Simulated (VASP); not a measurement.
VASP runs on Al$_{3}$Sc (L1_2) share one base input (PBE GGA, plane waves, VASP's PBE PAW potentials (set 64)) and change the settings named in each case.

File POSCAR:
```
Al3Sc
1
    4.1000000000     0.0000000000     0.0000000000
    0.0000000000     4.1000000000     0.0000000000
    0.0000000000     0.0000000000     4.1000000000
Sc Al
1 3
Direct
  0.0000000000   0.0000000000   0.0000000000
  0.0000000000   0.5000000000   0.5000000000
  0.5000000000   0.0000000000   0.5000000000
  0.5000000000   0.5000000000   0.0000000000
```

INCAR:
```
ALGO=Normal
EDIFF=1E-6
ENCUT=400
GGA=PE
ISIF=2
ISMEAR=1
LASPH=.TRUE.
LCHARG=.FALSE.
LMAXMIX=4
LREAL=.FALSE.
LWAVE=.FALSE.
NELM=100
PREC=Accurate
SIGMA=0.1
SYSTEM=Al3Sc
```

File KPOINTS:
```
Regular mesh
0
gamma
  7 7 7
0 0 0
```

POTCAR, in this order: Sc_sv Al (PBE.64 set). Program: vasp_std.

```
change       E(σ→0) (eV/atom)  pressure (GPa)  plane waves
-----------  ----------------  --------------  -----------
base run              -4.8239            0.30         1273
ENCUT = 200           -4.8036           -2.91          461
ENCUT = 275           -4.8196            0.18          739
ENCUT = 425           -4.8240            0.32         1386
ENCUT = 500           -4.8242            0.33         1775
ENCUT = 525           -4.8243            0.33         1899
ENCUT = 550           -4.8243            0.34         2034
ENCUT = 775           -4.8245            0.35         3407
```

Left out are runs that ran out of time, are held back, or changed the cell or the kind of run, fixed moments of cells without a moment, rows past the twelfth, gaps on odd meshes, pressures of charged cells and columns that move by less than the noise.

The compound is Al3Sc in the L1_2 structure. The cell was not relaxed at this level.
